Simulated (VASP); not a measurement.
# SrBiPd (P6_3/mmc) in VASP: single point with PBEsol

Aim: the single point of SrBiPd with PBEsol.

Program: VASP 6.6.1. These are calculated values, not measurements. Logs are shortened: lines on timing, memory, paths and dates and some standing lists are left out, and cuts for length are marked.

### 1 The crystal as given

It takes space group P6_3/mmc (No. 194, hexagonal). The conventional cell has a = 4.752 Å, b = 4.752 Å, c = 8.988 Å, α = 90.00°, β = 90.00°, γ = 120.00°. Bi (site symmetry -6m2) has 3 Sr at 2.74 Å as nearest neighbours. Around Pd (site symmetry -3m) lie 6 Bi at 3.55 Å and 6 Sr at 3.55 Å. Around Sr (site symmetry -6m2) lie 3 Bi at 2.74 Å.

The cell was built by a generator and needn't be a form met in nature.

### 2 Single point, PBEsol

The input, INCAR:

```
PREC = Accurate ; ENCUT = 520
EDIFF = 1E-6 ; ISMEAR = -1
SIGMA = 0.1 ; LREAL = F
LASPH = T ; NELM = 100
ALGO = Fast ; ISIF = 2
LWAVE = F ; LCHARG = T
GGA = PS ; LELF = T
LVHAR = T ; NBANDS = 44
```

The input, KPOINTS:

```
regular mesh
0
Gamma
  8 8 4
```

The input, POSCAR:

```
SrBiPd
1.0
    2.3762248300      4.1157423600      0.0000000000
   -2.3762248300      4.1157423600      0.0000000000
    0.0000000000      0.0000000000      8.9884133200
Bi Pd Sr
2 2 2
Direct
    0.3333000000      0.3334000000      0.7500000000
    0.6666000000      0.6667000000      0.2500000000
    0.0000000000      0.0000000000      0.0000000000
    0.0000000000      0.0000000000      0.5000000000
    0.3333000000      0.3334000000      0.2500000000
    0.6666000000      0.6667000000      0.7500000000
```

Potentials or basis: VASP PAW PBE potentials, release 64 (Bi_d, Pd, Sr_sv).

Run with:

```sh
cat potpaw_PBE.64/Bi_d/POTCAR potpaw_PBE.64/Pd/POTCAR potpaw_PBE.64/Sr_sv/POTCAR > POTCAR
mpirun -np 1 vasp_std > vasp.out
```

OUTCAR:

```text
PREC = Accurate
   ENCUT = 520
   EDIFF = 1E-6
   ISMEAR = -1
   LREAL = F
   LASPH = T
   NELM = 100
   ISIF = 2
   GGA = PS

 ion  position               nearest neighbor table
   1  0.333  0.333  0.750-   6 2.74   6 2.74   6 2.74   4 3.55   3 3.55   4 3.55   3 3.55   4 3.55
                             3 3.55   5 4.49   5 4.49
   2  0.667  0.667  0.250-   5 2.74   5 2.74   5 2.74   3 3.55   4 3.55   3 3.55   4 3.55   4 3.55
                             3 3.55   6 4.49   6 4.49
   3  0.000  0.000  0.000-   2 3.55   6 3.55   1 3.55   5 3.55   2 3.55   6 3.55   1 3.55   5 3.55
                             1 3.55   2 3.55   5 3.55   6 3.55
   4  0.000  0.000  0.500-   2 3.55   6 3.55   1 3.55   5 3.55   2 3.55   6 3.55   1 3.55   5 3.55
                             1 3.55   2 3.55   5 3.55   6 3.55
   5  0.333  0.333  0.250-   2 2.74   2 2.74   2 2.74   4 3.55   3 3.55   4 3.55   3 3.55   3 3.55
                             4 3.55   1 4.49   1 4.49
   6  0.667  0.667  0.750-   1 2.74   1 2.74   1 2.74   3 3.55   4 3.55   3 3.55   4 3.55   3 3.55
                             4 3.55   2 4.49   2 4.49

  LATTYP: Found a hexagonal cell.
 ALAT       =     4.7524498542
 C/A-ratio  =     1.8913220751

  Lattice vectors:

 A1 = (   2.3762248300,  -4.1157423600,   0.0000000000)
 A2 = (   2.3762248300,   4.1157423600,   0.0000000000)
 A3 = (   0.0000000000,   0.0000000000,   8.9884133200)

Analysis of symmetry for initial positions (statically):
=====================================================================
 Subroutine PRICEL returns:
 Original cell was already a primitive cell.

 Routine SETGRP: Setting up the symmetry group for a
 hexagonal supercell.

 Subroutine GETGRP returns: Found  4 space group operations
 (whereof  2 operations were pure point group operations)
 out of a pool of 24 trial point group operations.

The static configuration has the point symmetry C_2 .
 The point group associated with its full space group is C_2v.

Analysis of symmetry for dynamics (positions and initial velocities):
=====================================================================
 Subroutine PRICEL returns:
 Original cell was already a primitive cell.

 Routine SETGRP: Setting up the symmetry group for a
 hexagonal supercell.

 Subroutine GETGRP returns: Found  4 space group operations
 (whereof  2 operations were pure point group operations)
 out of a pool of 24 trial point group operations.

The dynamic configuration has the point symmetry C_2 .
 The point group associated with its full space group is C_2v.

 Subroutine INISYM returns: Found  4 space group operations
 (whereof  2 operations are pure point group operations),
 and found     1 'primitive' translations

----------------------------------------------------------------------------------------

                                     Primitive cell

  volume of cell :     175.8121

  direct lattice vectors                    reciprocal lattice vectors
     2.376224830  4.115742360  0.000000000     0.210417800  0.121484767  0.000000000
    -2.376224830  4.115742360  0.000000000    -0.210417800  0.121484767  0.000000000
     0.000000000  0.000000000  8.988413320     0.000000000  0.000000000  0.111254341

  length of vectors
     4.752449854  4.752449854  8.988413320     0.242969543  0.242969543  0.111254341

  position of ions in fractional coordinates (direct lattice)
     0.333300000  0.333400000  0.750000000
     0.666600000  0.666700000  0.250000000
     0.000000000  0.000000000  0.000000000
     0.000000000  0.000000000  0.500000000
     0.333300000  0.333400000  0.250000000
     0.666600000  0.666700000  0.750000000

  ion indices of the primitive-cell ions
   primitive index   ion index
                 1           1
                 2           2
                 3           3
                 4           4
                 5           5
                 6           6

----------------------------------------------------------------------------------------

 KPOINTS: regular mesh

Automatic generation of k-mesh.
 Grid dimensions read from file:
 generate k-points for:    8    8    4

 Generating k-lattice:

  Cartesian coordinates                     Fractional coordinates (reciprocal lattice)
     0.026302225  0.015185596  0.000000000     0.125000000 -0.000000000  0.000000000
    -0.026302225  0.015185596  0.000000000    -0.000000000  0.125000000  0.000000000
     0.000000000  0.000000000  0.027813585     0.000000000  0.000000000  0.250000000

  Length of vectors
     0.030371193  0.030371193  0.027813585

  Shift w.r.t. Gamma in fractional coordinates (k-lattice)
     0.000000000  0.000000000  0.000000000

 Subroutine IBZKPT returns following result:
 ===========================================

 Found     63 irreducible k-points:

 Following reciprocal coordinates:
            Coordinates               Weight
  0.000000  0.000000  0.000000      1.000000
  0.125000  0.000000  0.000000      4.000000
  0.125000  0.125000  0.000000      2.000000
  0.250000  0.000000  0.000000      4.000000
  0.250000  0.250000  0.000000      2.000000
  0.375000  0.000000  0.000000      4.000000
[... 16 lines left out ...]
  0.125000  0.000000  0.250000      8.000000
  0.125000  0.125000  0.250000      4.000000
 [... further k-points ...]
   k-points           NKPTS =     63   k-points in BZ     NKDIM =     63   number of bands    NBANDS=     44
   number of dos      NEDOS =    301   number of ions     NIONS =      6
   total plane-waves  NPLWV =  90720
   dimension x,y,z NGX =    36 NGY =   36 NGZ =   70
   dimension x,y,z NGXF=    72 NGYF=   72 NGZF=  140
   ions per type =               2   2   2
   NGX,Y,Z   is equivalent  to a cutoff of  12.59, 12.59, 12.95 a.u.
   NGXF,Y,Z  is equivalent  to a cutoff of  25.19, 25.19, 25.89 a.u.
 SYSTEM =  unknown system
   PREC   = accura    normal or accurate (medium, high low for compatibility)
   ISTART =      0    job   : 0-new  1-cont  2-samecut
   ICHARG =      2    charge: 1-file 2-atom 10-const
   ISPIN  =      1    spin polarized calculation?
   LNONCOLLINEAR =      F non collinear calculations
   LSORBIT =      F    spin-orbit coupling
   LASPH  =      T    aspherical Exc in radial PAW
   ENCUT  =  520.0 eV  38.22 Ry    6.18 a.u.   8.84  8.84 16.71*2*pi/ulx,y,z
   NELM   =    100;   NELMIN=  2; NELMDL= -5     # of ELM steps
   EDIFF  = 0.1E-05   stopping-criterion for ELM
   LREAL  =      F    real-space projection
   EDIFFG = 0.1E-04   stopping-criterion for IOM
   NSW    =      0    number of steps for IOM
   IBRION =     -1    ionic relax: 0-MD 1-quasi-New 2-CG
   NFREE  =      0    steps in history (QN), initial steepest desc. (CG)
   ISIF   =      2    stress and relaxation
   ISYM   =      2    0-nonsym 1-usesym 2-fastsym
   POTIM  = 0.5000    time-step for ionic-motion
   TEBEG  =    0.0;   TEEND  =   0.0 temperature during run
   PSTRESS=    0.0 pullay stress
   NELECT =      70.0000    total number of electrons
   NUPDOWN=      -1.0000    fix difference up-down
   EMIN   =  10.00;   EMAX   =-10.00  energy-range for DOS
   EFERMI =   0.00;   METHOD = LEGACY
   ISMEAR =    -1;   SIGMA  =   0.10  broadening in eV -4-tet -1-fermi 0-gaus
   EFERMI_NEDOS =   21; number of points for ismear=-14 and -15
   IALGO  =     68    algorithm
   IMIX   =      4    mixing-type and parameters
     AMIX     =   0.40;   BMIX     =  1.00
     AMIX_MAG =   1.60;   BMIX_MAG =  1.00
  volume/ion in A,a.u.               =      29.30       197.74
  Fermi-wavevector in a.u.,A,eV,Ry     =   1.204364  2.275919 19.735166  1.450494
  Thomas-Fermi vector in A             =   2.340092
   LORBIT       =      0    0 simple, 1 ext, 2 COOP (PROOUT), +10 PAW based schemes
   GGA     = PS    functional components
   LHFCALC =     F    Hartree Fock is set to
   AEXX    =    0.0000 exact exchange contribution
   IVDW    =     0    specifies the selected vdW correction
   LEPSILON=     F    determine dielectric tensor
   LRPA    =     F    only Hartree local field effects (RPA)
 non-spin polarized calculation
 RMM-DIIS sequential band-by-band and
  energy-cutoff  :      520.00
  volume of cell :      175.81
 maximum number of plane-waves:      4762
   NGX = 17   NGY = 17   NGZ = 33

 number of electron      69.9999998 magnetization

 Free energy of the ion-electron system (eV)
  ---------------------------------------------------
  ext. energy  EPLUGINS =         0.00000000
  ---------------------------------------------------
  free energy    TOTEN  =       -20.43626933 eV

  energy without entropy =      -20.24940758  energy(sigma->0) =      -20.34283845

 E-fermi :   4.3888     XC(G=0):  -9.8394

 val. band max:        4.3556060630   @ k =  -0.2500   0.2500   0.0000
 cond. band min:       4.4096078743   @ k =   0.1250   0.1250   0.2500
 fundamental gap:      0.0540018112
 Fermi energy:         4.3887603505

 k-point     1 :       0.0000    0.0000    0.0000
  band No.  band energies     occupation
      1     -30.3265      2.00000
      2     -30.3256      2.00000
      3     -18.1123      2.00000
      4     -18.1122      2.00000
      5     -18.1122      2.00000
      6     -18.1121      2.00000
[... 36 lines left out ...]
     43       8.6885      0.00000
     44       9.5497      0.00000

 k-point     2 :       0.1250    0.0000    0.0000
  band No.  band energies     occupation
      1     -30.3254      2.00000
      2     -30.3246      2.00000
      3     -18.1061      2.00000
      4     -18.1060      2.00000
      5     -18.1004      2.00000
      6     -18.1004      2.00000
[... 36 lines left out ...]
     43       8.9160      0.00000
     44       9.3269      0.00000

 k-point     3 :       0.1250    0.1250    0.0000
  band No.  band energies     occupation
      1     -30.3254      2.00000
      2     -30.3246      2.00000
      3     -18.1060      2.00000
      4     -18.1059      2.00000
      5     -18.1005      2.00000
      6     -18.1004      2.00000
[... 36 lines left out ...]
     43       9.1487      0.00000
     44       9.3320      0.00000

 k-point     4 :       0.2500    0.0000    0.0000
  band No.  band energies     occupation
      1     -30.3227      2.00000
      2     -30.3221      2.00000
      3     -18.0910      2.00000
      4     -18.0909      2.00000
      5     -18.0688      2.00000
      6     -18.0687      2.00000
[... 882 lines left out ...]
     43       8.6996      0.00000
     44       9.3892      0.00000

 k-point    23 :       0.1250    0.0000    0.2500
  band No.  band energies     occupation
      1     -30.3253      2.00000
      2     -30.3247      2.00000
      3     -18.1061      2.00000
      4     -18.1060      2.00000
      5     -18.1004      2.00000
      6     -18.1004      2.00000
[... 36 lines left out ...]
     43       8.9946      0.00000
     44       9.3667      0.00000

 k-point    24 :       0.1250    0.1250    0.2500
  band No.  band energies     occupation
      1     -30.3253      2.00000
      2     -30.3247      2.00000
      3     -18.1060      2.00000
      4     -18.1059      2.00000
      5     -18.1005      2.00000
      6     -18.1004      2.00000
[... 36 lines left out ...]
     43       8.9888      0.00000
     44       9.3053      0.00000

 [... further k-points ...]
[... 5 lines left out ...]
  --------------------------------------------------------------------------------------
  -------------------------------------------------------------------------------------
  Total       17.6065113     17.6342837    -14.4274225      0.0000000      0.0000000      0.0000000
  in kB      160.4483121    160.7014017   -131.4772442      0.0000000      0.0000000      0.0000000
  external PRESSURE =      63.2241565 kB  Pullay stress =       0.0000000 kB

 VOLUME and BASIS-vectors are now :
 -----------------------------------------------------------------------------
  energy-cutoff  :      520.00
  volume of cell :      175.81
      direct lattice vectors                 reciprocal lattice vectors
     2.376224830  4.115742360  0.000000000     0.210417800  0.121484767  0.000000000
    -2.376224830  4.115742360  0.000000000    -0.210417800  0.121484767  0.000000000
     0.000000000  0.000000000  8.988413320     0.000000000  0.000000000  0.111254341

 POSITION                                       TOTAL-FORCE (eV/Angst)
 -----------------------------------------------------------------------------------
     -0.00024      2.74397      6.74131        -0.000091     -0.003909      0.000000
     -0.00024      5.48752      2.24710        -0.000091      0.003909      0.000000
      0.00000      0.00000      0.00000         0.000103      0.000000      0.000000
      0.00000      0.00000      4.49421         0.000103      0.000000      0.000000
     -0.00024      2.74397      2.24710        -0.000012     -0.004009      0.000000
     -0.00024      5.48752      6.74131        -0.000012      0.004009      0.000000
 -----------------------------------------------------------------------------------
    total drift:                               -0.000006      0.000000      0.000000

  FREE ENERGIE OF THE ION-ELECTRON SYSTEM (eV)
  ---------------------------------------------------
  free  energy   TOTEN  =       -20.4362693264 eV

  energy  without entropy=      -20.2494075820  energy(sigma->0) =      -20.34283845
```

Wall time 11 min (1 thread of Intel Xeon Platinum 8488C (Sapphire Rapids), shared host); peak memory 0.59 GiB.

What came out:

| Property | Result |
| --- | --- |
| Free energy | -20.4363 eV |
| Pressure | 6.3 GPa |
| Largest force | 0.004 eV/Å |
| Band gap on the k mesh | none (metal or under the smearing width) |

Forces on the atoms (eV/Å):
```
Bi   0.000 -0.004  0.000
Bi   0.000  0.004  0.000
Pd   0.000  0.000  0.000
Pd   0.000  0.000  0.000
Sr   0.000 -0.004  0.000
Sr   0.000  0.004  0.000
```

Stress tensor (GPa, compression positive):
```
 16.04   0.00   0.00
  0.00  16.07   0.00
  0.00   0.00 -13.15
```

Levels at points of the mesh, in eV from the Fermi level:
| k point | band 31 | band 32 | band 33 | band 34 | band 35 | band 36 | band 37 | band 38 | band 39 | band 40 |
| --- | --- | --- | --- | --- | --- | --- | --- | --- | --- | --- |
| (0.00, 0.00, 0.00) | -1.31 | -1.31 | -1.06 | -0.77 | -0.19 | 0.10 | 0.10 | 2.63 | 3.90 | 3.90 |
| (0.50, 0.00, 0.00) | -1.19 | -1.09 | -1.01 | -0.57 | -0.21 | 0.84 | 1.37 | 2.05 | 2.19 | 2.29 |
| (0.50, 0.50, 0.00) | -1.19 | -1.09 | -1.01 | -0.57 | -0.21 | 0.84 | 1.37 | 2.05 | 2.19 | 2.29 |
| (0.00, 0.00, 0.50) | -1.26 | -1.26 | -0.39 | -0.39 | -0.39 | -0.39 | 1.85 | 1.85 | 4.20 | 4.20 |
| (0.50, 0.00, 0.50) | -1.05 | -1.05 | -0.35 | -0.35 | 0.27 | 0.27 | 1.00 | 1.00 | 3.13 | 3.13 |
| (0.50, 0.50, 0.50) | -1.05 | -1.05 | -0.35 | -0.35 | 0.27 | 0.27 | 1.00 | 1.00 | 3.13 | 3.13 |

Caveat: the PAW data sets were made with another functional, which shifts forces and pressure a little; spin-orbit coupling is left out, which moves the levels of the heavy elements.
